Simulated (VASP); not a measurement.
Given:

```xyz
3
Lattice="2.1995 -3.7812 0.0000 2.1995 3.7812 0.0000 0.0000 0.0000 5.9697" Properties=species:S:1:pos:R:3 pbc="T T T"
Te     0.5785     0.9945     3.9798
Te     3.2421     0.0000     0.0000
Te     0.6388    -0.9945     1.9899
```

Method: PBE GGA, VASP's PBE PAW potentials (set 64) (plane waves; VASP). Numerical set-up: 400 eV cut-off, 5×5×4 Monkhorst-Pack mesh, Gaussian smearing of 0.050 eV, potentials Te.

Problem. What does the run give for the energy per atom (σ→0), pressure, largest force?

Solution. 
The energy per atom (σ→0) is -3.126 eV/atom and the pressure comes out as 28.2 kbar. The largest force is 0.503 eV/Å.

Total energies compare only between runs with the same potentials, cut-off and functional.

The compound is Te in the trig structure. The cell was not relaxed at this level, atoms are displaced from their ideal sites. The run is one of a series of settings (KPOINTS 5×5×4 Monkhorst-Pack mesh against the base run), some of them coarse on purpose.
